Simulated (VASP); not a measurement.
Data:

```xyz
1
Lattice="0.0000 1.9495 1.9495 1.9495 0.0000 1.9495 1.9495 1.9495 0.0000" Properties=species:S:1:pos:R:3 pbc="T T T"
Pd     0.0000     0.0000     0.0000
```

Level of theory: r2SCAN+rVV10, VASP's PBE PAW potentials (set 64) (plane waves; VASP). Run with 520 eV cut-off, 18×18×18 Γ-centred mesh, tetrahedra with Blöchl corrections, potentials Pd.

**Question.** Predict the energy per atom (σ→0), band gap (over mesh and band path) with the smallest direct gap where there is one.

**Answer.** 
```json
{
  "band gap (over mesh and band path)": "none (metal, semimetal or under 0.01 eV)",
  "energy per atom (σ→0)": "-2187.9 kJ/mol of atoms"
}
```

Total energies compare only between runs with the same potentials, cut-off and functional.

The compound is Pd in the fcc structure. It was relaxed first.
